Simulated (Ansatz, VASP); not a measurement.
## One structure in several programs: SrZn5 (P6/mmm, 6 atoms in the cell)

Self-consistent single point.

```
CELL_PARAMETERS angstrom
      5.48629     0.00000     0.00000
     -2.74315     4.75127     0.00000
      0.00000     0.00000     4.19856
ATOMIC_POSITIONS crystal
  Sr 0.00000 0.00000 0.00000
  Zn 0.66667 0.33333 0.00000
  Zn 0.33333 0.66667 0.00000
  Zn 0.50000 0.00000 0.50000
  Zn 0.50000 0.50000 0.50000
  Zn 0.00000 0.50000 0.50000
```

Shared settings, as Ansatz (an electronic-structure program) writes them: kpoints.mp_grid.grid = 5 5 5; magnetization.spin_orbit = true; scf.occupations.method = fermi_dirac; scf.occupations.width = 0.1 eV. Potentials and cutoffs stand in the table.

```json
[
 {"code": "Ansatz", "model": "PBEsol with spin-orbit coupling, PAW files made with PBE", "pressure (GPa)": "-1.46", "cutoff": "default"},
 {"code": "VASP", "model": "PBEsol, spin-orbit coupling, VASP's PBE PAW potentials (set 64)", "pressure (GPa)": "-1.35", "cutoff": "300 eV"}
]
```

The spread over the programs that give each value: pressure within 0.11 GPa.

Ansatz's pressure is given at a fixed set of plane waves, as the other plane-wave codes print theirs; with its correction for the finite basis it is -1.37 GPa.

VASP's run is marked for a possible Pulay error in its stress at this cutoff; no cutoff test was made.

The starting cell comes from a database of computed structures (which also holds hypothetical and non-ambient phases and stackings), without a prior relaxation at this level.

Left out of this page: Elk and SIESTA (not drawn, or without a comparable value).

Keys are those of Ansatz 0.2.
